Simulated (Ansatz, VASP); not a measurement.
# Cross-check of Cs28Li22Cl31F19 between VASP and Ansatz

Wanted: the spread between two codes on one cell, functional and k mesh. Of the first pair: The structure shown is frame 22 of Ansatz's trajectory.

Calculated with Ansatz 0.2.0; plane waves, with VASP 6.6.1 beside it; single point at PBE.

## 1. Set-up

The cell holds 100 atoms: 28 Cs, 22 Li, 19 F and 31 Cl. Cell: a = 14.725 Å, b = 14.725 Å, c = 14.725 Å, α = 90.0°, β = 90.0°, γ = 90.0°.

## 2. Ansatz: dynamics, PBE

Ansatz runs on its default PAW (the set named soft_2) files.

One frame of this run of dynamics is then solved in both programs, so the motion causes no difference.

Contents of input.yaml:

```yaml
crystal:
  lattice:
    - [14.7253, 0.0, 0.0]
    - [0.0, 14.7253, 0.0]
    - [0.0, 0.0, 14.7253]
  atoms:
    - { symbol: Cs, position: [0.66933, 0.08386, 0.0431] }
    - { symbol: Cs, position: [0.81213, 0.8015, 0.43284] }
    - { symbol: Cs, position: [0.3144, 0.70994, 0.7119] }
    - { symbol: Cs, position: [0.08607, 0.46398, 0.1415] }
    - { symbol: Cs, position: [0.87864, 0.04159, 0.63577] }
    - { symbol: Cs, position: [0.16258, 0.48041, 0.88309] }
    - { symbol: Cs, position: [0.04614, 0.05821, 0.41646] }
    - { symbol: Cs, position: [0.57154, 0.87269, 0.83495] }
    - { symbol: Cs, position: [0.5233, 0.08917, 0.65255] }
    - { symbol: Cs, position: [0.63326, 0.39968, 0.16009] }
    - { symbol: Cs, position: [0.46286, 0.00671, 0.2349] }
    - { symbol: Cs, position: [0.65518, 0.27792, 0.84687] }
    - { symbol: Cs, position: [0.73112, 0.42244, 0.54339] }
    - { symbol: Cs, position: [0.45664, 0.56049, 0.41355] }
    - { symbol: Cs, position: [0.57157, 0.69539, 0.16957] }
    - { symbol: Cs, position: [0.53792, 0.81635, 0.53335] }
    - { symbol: Cs, position: [0.61463, 0.60722, 0.87974] }
    - { symbol: Cs, position: [0.97765, 0.31459, 0.52948] }
    - { symbol: Cs, position: [0.89301, 0.63088, 0.93697] }
    - { symbol: Cs, position: [0.04294, 0.97421, 0.15531] }
    - { symbol: Cs, position: [0.24608, 0.86732, 0.52698] }
    - { symbol: Cs, position: [0.3284, 0.20755, 0.59279] }
    - { symbol: Cs, position: [0.25899, 0.97634, 0.83659] }
    - { symbol: Cs, position: [0.47167, 0.30073, 0.38074] }
    - { symbol: Cs, position: [0.38166, 0.23223, 0.02034] }
    - { symbol: Cs, position: [0.44039, 0.44881, 0.73607] }
    - { symbol: Cs, position: [0.34259, 0.51752, 0.05447] }
    - { symbol: Cs, position: [0.711, 0.10327, 0.32002] }
    - { symbol: Li, position: [0.10391, 0.66251, 0.58819] }
    - { symbol: Li, position: [0.87218, 0.58223, 0.70693] }
[... 64 atom lines left out ...]
    - { symbol: Cl, position: [0.61918, 0.89133, 0.32102] }
    - { symbol: Cl, position: [0.75006, 0.76976, 0.82932] }
    - { symbol: Cl, position: [0.45268, 0.71671, 0.91945] }
    - { symbol: Cl, position: [0.41088, 0.93037, 0.98271] }
    - { symbol: Cl, position: [0.8731, 0.59195, 0.52972] }
    - { symbol: Cl, position: [0.37158, 0.18998, 0.79705] }
kpoints:
  mp_grid: { grid: [1, 1, 1] }
hamiltonian:
  xc: pbe
scf:
  occupations: { method: fermi_dirac, width: 0.025 }
output:
  forces: true
md:
  timestep: 1.0
  n_steps: 66
  ensemble: nve
  temperature: 900
  initial_velocities: maxwell_boltzmann
  seed: 121
```

Launch:

```console
$ ansatz run input.yaml --threads 4 --pin off --max-ram 8192MiB --backend cpu --events-out ev --progress --plain --runs-dir out
```

Numbers of over 12 decimals in the logs are rounded to 6 here.

Log:

```text
Warning: md: disabling space-group detection — thermal motion breaks the input geometry's symmetry, so no spatial operation reduces the k-mesh or symmetrises the density; time reversal is kept, so that k and −k are solved as one point where they differ and the mesh holds both, and exact exchange and, on two spinor components, a DFT+U term hold to it where the run has them: on two components no moment then forms, and  [...]
Engine: ansatz 0.2.0, aarch64-unknown-linux-gnu
Pseudopotentials: kind: paw
Pseudopotential: Cs, paw, valence charge 9, recommended cutoff 420 eV (normal), Cs.paw.azcp
Pseudopotential: Li, paw, valence charge 3, recommended cutoff 420 eV (normal), Li.paw.azcp
Pseudopotential: F, paw, valence charge 7, recommended cutoff 420 eV (normal), F.paw.azcp
Pseudopotential: Cl, paw, valence charge 7, recommended cutoff 420 eV (normal), Cl.paw.azcp
Functional definition: PBE
  parameter kappa = 0.804
  parameter beta = 0.066725
  exchange = pbe_x(kappa = kappa, mu = beta*pi^2/3)
  correlation = pbe_c(beta = beta)
Crystal: 100 atoms, lattice volume = 3192.952 Å³
Basis set: ecut = 420 eV, 62525 PW (Γ), exchange–correlation on 200×200×200 points (8 copies of the dense FFT grid, shifted against one another)
Bands: 434, of which v1, the nominal top of the filled ones, is band 334 counted from 1 (333 counted from 0)
Symmetry: 1 space group operations
k-points: 1
Non-local potential: Cs, projectors of the file, l = 0: 3, l = 1: 2, l = 2: 2, l = 3: 2
Non-local potential: Li, projectors of the file, l = 0: 3, l = 1: 2, l = 2: 1
Non-local potential: F, projectors of the file, l = 0: 2, l = 1: 2, l = 2: 1
Non-local potential: Cl, projectors of the file, l = 0: 2, l = 1: 2, l = 2: 2
PAW form: soft (Blöchl's): semilocal exchange-correlation on the pseudo side does not see the compensation charge
PAW one-centre angular grid: Cs, 194 points (default); XC on 64 Gauss nodes
PAW one-centre angular grid: Li, 110 points (default); XC on 64 Gauss nodes
PAW one-centre angular grid: F, 110 points (default); XC on 64 Gauss nodes
PAW one-centre angular grid: Cl, 110 points (default); XC on 64 Gauss nodes
Initial density: superposition of atomic densities (neutral atoms: chi_scale 0, normalization atom), corrected by the library's trained network
Initial wavefunctions: pseudopotential atomic-orbital guess
Functional: x = pbe(κ = 0.804, μ = 0.219515), c = pbe(β = 0.066725)
SCF iter   1: F=—  HF=-212262.116818 eV  |F-HF|=—  |Δ(HF+E_count)|=         —  Δρ=9.87e-4  dr2=8.34e-2  ethr=1.77e-3  ⟨swp⟩=7.0  Hψ=2057  notcnv=0  defer=83
preconditioner: auto → Resta (q_TF=auto, 2.102 Å⁻¹)  ε∞=3.0  [insulator: Δε(μ)=3.850 eV  Ē_g=10.650 eV  σ=0.025 eV  W_gap=1.00  n_scr=484 (ndim 8)  ℏωp=15.1 eV  f_vac=0.185  D(μ)=0.00/eV (n_scr^D=0)  ε∞_Penn≈3.0]
SCF iter   2: F=—  HF=-212262.105919 eV  |F-HF|=—  |Δ(HF+E_count)|=   1.09e-2  Δρ=5.21e-4  dr2=2.18e-2  ethr=1.25e-5  ⟨swp⟩=2.0  Hψ=798  notcnv=0  defer=96
SCF iter   3: F=—  HF=-212262.104158 eV  |F-HF|=—  |Δ(HF+E_count)|=   1.76e-3  Δρ=4.00e-4  dr2=6.97e-3  ethr=3.26e-6  ⟨swp⟩=2.0  Hψ=640  notcnv=0  defer=96
SCF iter   4: F=—  HF=-212262.103006 eV  |F-HF|=—  |Δ(HF+E_count)|=   1.15e-3  Δρ=1.46e-4  dr2=9.74e-4  ethr=1.04e-6  ⟨swp⟩=2.0  Hψ=648  notcnv=0  defer=96
SCF iter   5: F=—  HF=-212262.102904 eV  |F-HF|=—  |Δ(HF+E_count)|=   1.01e-4  Δρ=4.72e-5  dr2=8.55e-5  ethr=1.46e-7  ⟨swp⟩=2.0  Hψ=636  notcnv=0  defer=96
SCF iter   6: F=—  HF=-212262.099725 eV  |F-HF|=—  |Δ(HF+E_count)|=   3.18e-3  Δρ=2.97e-5  dr2=2.23e-5  ethr=1.28e-8  ⟨swp⟩=2.0  Hψ=768  notcnv=0  defer=96
SCF iter   7: F=—  HF=-212262.099726 eV  |F-HF|=—  |Δ(HF+E_count)|=   1.22e-7  Δρ=1.30e-5  dr2=4.37e-6  ethr=3.34e-9  ⟨swp⟩=2.0  Hψ=642  notcnv=0  defer=96
SCF iter   8: F=—  HF=-212262.099725 eV  |F-HF|=—  |Δ(HF+E_count)|=   1.96e-7  Δρ=2.47e-6  dr2=3.34e-7  ethr=6.55e-10  ⟨swp⟩=2.0  Hψ=641  notcnv=0  defer=96
SCF iter   9: F=-212262.099725 eV  HF=-212262.099725 eV  |F-HF|=7.21e-8  |Δ(HF+E_count)|=   8.79e-8  Δρ=1.98e-6  dr2=9.42e-8  ethr=1.50e-11  ⟨swp⟩=4.0  Hψ=1238  notcnv=0
SCF 1 converged in 9 iterations: F = -212262.099725 eV  dr2 = 9.42e-8
  greatest PAW one-centre occupation: 1.000 electrons in one spin orbital (limit 2), on the Li atom at site 47 (counted from 0), in its partial waves of l = 0
md step     0: t =     0.00 fs  T =   900.0 K  F+E_penalty+E_count = -212262.09972539 eV  E_kin = 11.517066 eV  conserved = -212250.58265948 eV  (9 SCF iters)
[...]
md step    63: t =    63.00 fs  T =  1038.2 K  F+E_penalty+E_count = -212263.87013484 eV  E_kin = 13.286059 eV  conserved = -212250.58407560 eV  (3 SCF iters)
[...]
md step    64: t =    64.00 fs  T =  1042.4 K  F+E_penalty+E_count = -212263.92312222 eV  E_kin = 13.339038 eV  conserved = -212250.58408458 eV  (3 SCF iters)
[...]
md step    65: t =    65.00 fs  T =  1045.8 K  F+E_penalty+E_count = -212263.96642542 eV  E_kin = 13.382342 eV  conserved = -212250.58408345 eV  (3 SCF iters)
[...]
md step    66: t =    66.00 fs  T =  1048.4 K  F+E_penalty+E_count = -212263.99979871 eV  E_kin = 13.415738 eV  conserved = -212250.58406072 eV  (8 SCF iters)
SCF converged after 8 iterations
Free energy (F): -212263.999799 eV
Harris-Foulkes:  -212263.999799 eV  (|F-HF|=9.37e-9)
Internal energy: -212263.999799 eV  (E = F + TS)
E sigma→0 (E₀):  -212263.999799 eV
Fermi energy:    3.527088 eV
--- Per-component energies (eV) ---
  E_band       = -5411.365503
  E_kinetic    = 13447.138415
  E_local      = -42625.563819  (includes V_loc(G=0)·N_el)
  E_nonlocal   = 2392.774033
  E_hartree    = 16515.475037
  E_xc         = -10008.264076
  E_vxc        = -9639.481799  (∫ρ·V_xc dr)
  E_paw        = -166578.673366  (= ΣΔE_a)
  E_vpaw       = -2017.224488  (= ΣTr[D̂ρ^β])
  E_aug_tail   = 0.042216  (compensation charges beyond the density's cutoff)
  E_ewald      = -25406.928237
  E_smearing   = -0.000000  (= −TS)
  E_closure    = 0.000000  (closes the sum)
  Σ components = -212263.999799   (vs F -212263.999799, Δ=0.00e0)
--- Forces (eV/Å), atoms counted from 1 ---
  atom   1  Cs     0.12514576     0.20597446    -0.23061125
  atom   2  Cs     0.43495328     0.12190343    -0.30930741
  atom   3  Cs     0.09536565    -0.39108069    -0.18133190
  atom   4  Cs     0.01373271    -0.57906038    -0.08167847
  atom   5  Cs     0.36148116     0.16289790     0.49204589
  atom   6  Cs     0.38048757     0.10297202    -0.48603553
  atom   7  Cs    -0.16926401    -0.46943295     0.14546553
  atom   8  Cs     0.12433990     0.00871451     0.18550649
  atom   9  Cs     0.93955616    -0.35981325    -0.05713747
  atom  10  Cs     0.29747123    -0.71504194    -0.32260373
  atom  11  Cs    -0.02862111    -0.52206682     0.12291905
  atom  12  Cs    -0.06972916     0.84795291     0.12646492
  atom  13  Cs    -0.64851585    -0.43034922     0.30028152
  atom  14  Cs    -0.40845459     0.59155896     1.23792939
  atom  15  Cs     0.55766503     0.31182634    -0.16163901
  atom  16  Cs    -0.45915014    -0.30935131    -0.55328725
  atom  17  Cs    -0.39259764     0.40542524    -0.72602057
  atom  18  Cs     0.19806072    -0.23449149    -0.02317664
  atom  19  Cs     0.68881650     0.50697722     0.57383875
  atom  20  Cs    -1.15977203    -0.59112809    -0.33838010
  atom  21  Cs    -0.13758287    -0.54828608    -0.26583114
  atom  22  Cs    -0.58663219     0.02905640    -0.31246141
  atom  23  Cs    -0.26733878     0.06736267     0.01780487
  atom  24  Cs    -0.07045019     0.63670819     0.12863820
[...]
atom  93  Cl     0.42999716     0.22591707     0.18058534
  atom  94  Cl     0.84137738     0.06310878     0.16697920
  atom  95  Cl     0.45205285    -0.04902227     0.15555139
  atom  96  Cl    -0.25474069    -0.28507814    -0.09348315
  atom  97  Cl     0.36970651     0.20902286     0.42465135
  atom  98  Cl    -0.76915680     0.03915290     0.22845739
  atom  99  Cl     0.79312398     0.44521997    -0.35405491
  atom 100  Cl    -0.26344809     0.01589072     0.50914844
  max |Σ_I F_I| component: 4.18e-5 eV/Å
--- MD trajectory: 66 steps, t = 0.0 → 66.0 fs ---
  final state: T = 1048.4 K   F+E_penalty+E_count = -212263.99979871 eV   E_kin = 13.415738 eV
  conserved energy: peak-to-peak 3.015e-3 eV (3.015e-5 eV/atom) over 66.0 fs
```

## 3. VASP: single point, PBE, pair 1

The same cell, functional, mesh and smearing now go to VASP, with its own data sets.

Lines of VASP's logs that name or quote its potential files are left out, and so is its time.

Contents of INCAR:

```
SYSTEM = Cs28Li22Cl31F19
PREC = Accurate
ENCUT = 650
EDIFF = 1E-06
NELM = 120
ISMEAR = -1
SIGMA = 0.025
LREAL = Auto
ALGO = Normal
GGA = PE
NBANDS = 408
LORBIT = 11
LWAVE = .FALSE.
LCHARG = .FALSE.
ISIF = 2
LASPH = .TRUE.
GGA_COMPAT = .FALSE.
EFERMI = MIDGAP
NCORE = 2
```

Contents of POSCAR:

```
Cs28Li22Cl31F19
1.0
   14.7253000000      0.0000000000      0.0000000000
    0.0000000000     14.7253000000      0.0000000000
    0.0000000000      0.0000000000     14.7253000000
Cs Li F Cl
28 22 19 31
Direct
    0.6768826442      0.0828302310      0.0434558209
    0.8096269686      0.7954948286      0.4318146320
    0.3154299064      0.7117138530      0.7176560070
    0.0851256002      0.4656203948      0.1421159501
    0.8744881259      0.0401757519      0.6315524981
    0.1599899493      0.4794673114      0.8860940015
    0.0531126700      0.0595234053      0.4146944375
    0.5727896885      0.8742232756      0.8314193938
    0.5176125444      0.0928062586      0.6567268579
    0.6373316673      0.4030206515      0.1628082280
    0.4624354003      0.0086993134      0.2351666859
    0.6594772263      0.2766531072      0.8446890725
    0.7330037419      0.4300150082      0.5452927954
    0.4612062233      0.5600632924      0.4065112426
    0.5684230542      0.6923661997      0.1695041867
    0.5401587744      0.8117865171      0.5318397588
    0.6159331219      0.6029962038      0.8807155032
    0.9777457845      0.3171344557      0.5329399061
    0.8895845925      0.6244015402      0.9359945128
    0.0468309644      0.9742212383      0.1585570413
    0.2408304075      0.8697479848      0.5291708828
    0.3259560077      0.2052453940      0.5927009976
    0.2632815630      0.9816098823      0.8304211120
    0.4724385921      0.2962520288      0.3809022567
    0.3837612816      0.2361242216      0.0213442171
    0.4387754409      0.4505578834      0.7373907493
    0.3391374030      0.5189979152      0.0594011667
    0.7058735645      0.1042763136      0.3249101886
    0.0890372352      0.6274914603      0.5899777933
    0.8727564124      0.5854957115      0.7016699150
[... 64 atom lines left out ...]
    0.6094205211      0.8875676557      0.3154502795
    0.7455264069      0.7735190455      0.8387469186
    0.4435427462      0.7052352074      0.9175840221
    0.4229455427      0.9369995857      0.9811073459
    0.8709296245      0.5896518237      0.5340943818
    0.3729839120      0.1950860084      0.7884864824
```

Contents of KPOINTS:

```
Automatic mesh
0
Gamma
1 1 1
0 0 0
```

PAW data sets: Cs_sv, Li_sv, F and Cl (PBE family, release 64).

Launch:

```console
$ mpirun -np 8 vasp_gam
```

Log:

```text
[banner, memory and clock lines left out]
running    8 mpi-ranks, on    1 nodes
[...]
LDA part: xc-table for (Slater+PW92), standard interpolation
 POSCAR, INCAR and KPOINTS ok, starting setup
[...]
entering main loop
       N       E                     dE             d eps       ncg     rms          rms(c)
DAV:   1     0.843020587394E+04    0.84302E+04   -0.35636E+05   816   0.182E+03
DAV:   2     0.815342587301E+03   -0.76149E+04   -0.73436E+04  1064   0.379E+02
DAV:   3    -0.326798662837E+03   -0.11421E+04   -0.11364E+04   936   0.154E+02
DAV:   4    -0.393649660665E+03   -0.66851E+02   -0.66531E+02  1136   0.366E+01
[...]
DAV:  19    -0.363121408260E+03    0.13688E-06   -0.33848E-05  1040   0.994E-03    0.979E-03
DAV:  20    -0.363121406638E+03    0.16218E-05   -0.99568E-06   912   0.700E-03    0.602E-03
DAV:  21    -0.363121406814E+03   -0.17569E-06   -0.47151E-06   848   0.390E-03
   1 F= -.36312141E+03 E0= -.36312141E+03  d E =0.000000E+00
```

Parts of OUTCAR (step 3):

```text
  FREE ENERGIE OF THE ION-ELECTRON SYSTEM (eV)
  ---------------------------------------------------
  free  energy   TOTEN  =      -363.1214068137 eV

  energy  without entropy=     -363.1214068137  energy(sigma->0) =     -363.12140681

[... 1 further part left out ...]
```

The run ends at a pressure of 1.17 GPa, with forces up to 2.2 eV/Å.

## 4. Differences

Known differences besides the potentials themselves: the cutoff is 420 eV in Ansatz and 650 eV in VASP (PREC = Accurate, projectors in real space). Total energies have different zeros and are not compared.

Forces on 7 of the 100 atoms, those with the largest forces and the largest differences (eV/Å; atoms numbered as in POSCAR):

```tsv
atom	Ansatz x, y, z	VASP x, y, z
Li43	-0.643, -1.109, 0.803	-0.711, -1.215, 0.848
Li50	0.674, -1.236, 0.853	0.675, -1.321, 0.910
F51	-1.593, -0.127, 0.788	-1.627, -0.147, 0.827
F52	0.338, 1.491, -0.726	0.399, 1.599, -0.770
F65	0.497, 1.632, 1.290	0.523, 1.672, 1.312
F69	-0.819, -0.004, -1.513	-0.823, 0.042, -1.583
Cl71	0.158, -1.288, 0.971	0.162, -1.325, 0.997
```

The forces differ by 21 meV/Å r.m.s., which is 3.8 % of the r.m.s. force of 0.539 eV/Å (both taken over all components).

## 5. Ansatz: dynamics, PBE

One frame of this run of dynamics is then solved in both programs, so the motion causes no difference.

The structure compared here is frame 44 of Ansatz's trajectory.

input.yaml is that of step 2.

Launch:

```console
$ ansatz run input.yaml --threads 4 --pin off --max-ram 8192MiB --backend cpu --events-out ev --progress --plain --runs-dir out
```

Log:

```text
[...]
Crystal: 100 atoms, lattice volume = 3192.952 Å³
Basis set: ecut = 420 eV, 62525 PW (Γ), exchange–correlation on 200×200×200 points (8 copies of the dense FFT grid, shifted against one another)
Bands: 434, of which v1, the nominal top of the filled ones, is band 334 counted from 1 (333 counted from 0)
Symmetry: 1 space group operations
k-points: 1
[...]
atom   8  Cs     0.12433990     0.00871451     0.18550649
[...]
atom  97  Cl     0.36970651     0.20902286     0.42465135
  atom  98  Cl    -0.76915680     0.03915290     0.22845739
  atom  99  Cl     0.79312398     0.44521997    -0.35405491
  atom 100  Cl    -0.26344809     0.01589072     0.50914844
  max |Σ_I F_I| component: 4.18e-5 eV/Å
--- MD trajectory: 66 steps, t = 0.0 → 66.0 fs ---
[...]
conserved energy: peak-to-peak 3.015e-3 eV (3.015e-5 eV/atom) over 66.0 fs
[key lines of the parts left out:]
SCF converged after 8 iterations
Free energy (F): -212263.999799 eV
Fermi energy:    3.527088 eV
```

## 6. VASP: single point, PBE, pair 2

The same cell, functional, mesh and smearing now go to VASP, with its own data sets.

INCAR is that of step 3.

Contents of POSCAR:

```
Cs28Li22Cl31F19
1.0
   14.7253000000      0.0000000000      0.0000000000
    0.0000000000     14.7253000000      0.0000000000
    0.0000000000      0.0000000000     14.7253000000
Cs Li F Cl
28 22 19 31
Direct
    0.6835242745      0.0828370220      0.0441892525
    0.8071754056      0.7902657331      0.4307756039
    0.3182006479      0.7117206441      0.7235642058
    0.0843582134      0.4675083020      0.1420208756
    0.8716358920      0.0402776174      0.6282656381
    0.1568728651      0.4788221632      0.8874522081
    0.0605895975      0.0591091523      0.4131868281
    0.5716487949      0.8763013317      0.8279831311
    0.5147467284      0.0965888641      0.6607471495
    0.6434979253      0.4056555724      0.1647436725
    0.4612945067      0.0093308795      0.2334145994
    0.6642784867      0.2760283322      0.8436636265
    0.7351836635      0.4368060413      0.5486951030
    0.4651518135      0.5611838129      0.4011734905
    0.5671191758      0.6895615030      0.1687911282
    0.5419516071      0.8094639838      0.5280707354
    0.6179840139      0.5974479298      0.8810958011
    0.9782075747      0.3208898970      0.5362743034
    0.8869089255      0.6178006560      0.9347585448
    0.0493572287      0.9735828812      0.1611172608
    0.2370681752      0.8728514869      0.5284442422
    0.3211479562      0.2034593523      0.5906636877
    0.2667517809      0.9873890515      0.8240239588
    0.4732738892      0.2944116588      0.3804540485
    0.3843521015      0.2395333202      0.0217313060
    0.4365411910      0.4524050444      0.7378797036
    0.3352325589      0.5210895534      0.0639036217
    0.6996529782      0.1047041486      0.3293311511
    0.0690172696      0.6122727551      0.6038858292
    0.8777342397      0.5844295193      0.6962370885
[... 64 atom lines left out ...]
    0.6067312720      0.8794659532      0.3124350607
    0.7500831902      0.7777498591      0.8465905618
    0.4263885965      0.6941318683      0.9202936443
    0.4329147793      0.9473627023      0.9845571907
    0.8710043259      0.5904327925      0.5421213829
    0.3750144309      0.2005527901      0.7857700692
```

KPOINTS is that of step 3.

Launch:

```console
$ mpirun -np 8 vasp_gam
```

Log:

```text
[... set-up lines as in an earlier step ...]
 entering main loop
       N       E                     dE             d eps       ncg     rms          rms(c)
DAV:   1     0.843510482661E+04    0.84351E+04   -0.35655E+05   816   0.182E+03
DAV:   2     0.810554342755E+03   -0.76246E+04   -0.73390E+04  1064   0.379E+02
DAV:   3    -0.329569537596E+03   -0.11401E+04   -0.11348E+04   936   0.154E+02
DAV:   4    -0.395557164570E+03   -0.65988E+02   -0.65669E+02  1128   0.366E+01
[...]
DAV:  19    -0.364725946474E+03    0.67275E-05   -0.70961E-05  1056   0.166E-02    0.978E-03
DAV:  20    -0.364725945222E+03    0.12523E-05   -0.21322E-05  1008   0.937E-03    0.663E-03
DAV:  21    -0.364725945158E+03    0.63803E-07   -0.86017E-06   936   0.520E-03
   1 F= -.36472595E+03 E0= -.36472595E+03  d E =0.000000E+00
```

Parts of OUTCAR (step 6):

```text
  FREE ENERGIE OF THE ION-ELECTRON SYSTEM (eV)
  ---------------------------------------------------
  free  energy   TOTEN  =      -364.7259451578 eV

  energy  without entropy=     -364.7259451578  energy(sigma->0) =     -364.72594516

[... 1 part as in an earlier step ...]
```

The run ends at a pressure of 1.36 GPa, with forces up to 2.6 eV/Å.

## 7. Comparison

Forces on 8 of the 100 atoms, those with the largest forces and the largest differences (eV/Å; atoms numbered as in POSCAR):

```tsv
atom	Ansatz x, y, z	VASP x, y, z
Cs14	-0.471, 0.737, 1.498	-0.477, 0.747, 1.524
Li33	0.656, -0.892, -0.756	0.689, -0.966, -0.826
Li49	0.088, -1.106, 0.163	0.128, -1.212, 0.178
F55	-0.499, 1.329, -0.142	-0.554, 1.415, -0.155
F59	0.192, -1.563, -0.611	0.155, -1.616, -0.627
F64	1.729, 0.140, -0.132	1.712, 0.166, -0.120
F66	-2.030, 1.105, 1.071	-2.057, 1.164, 1.123
Cl87	-0.222, 1.160, -0.823	-0.221, 1.166, -0.828
```

The forces differ by 22 meV/Å r.m.s., which is 4.4 % of the r.m.s. force of 0.506 eV/Å (both taken over all components).

(Part 1 of 2 ends here.)

[Lines on the potential files, build, host, timing and source positions are cut from VASP's logs without a mark.]

[Logs are printed without paths, hosts, clocks, repeated set-up lines and the standing remarks that a program may print on its own settings, such as how far it seeks lower states.]

[Hosts, paths, dates, database ids (printed as entryN), source tags and the programs' standing remarks are cut or masked in the printed files.]
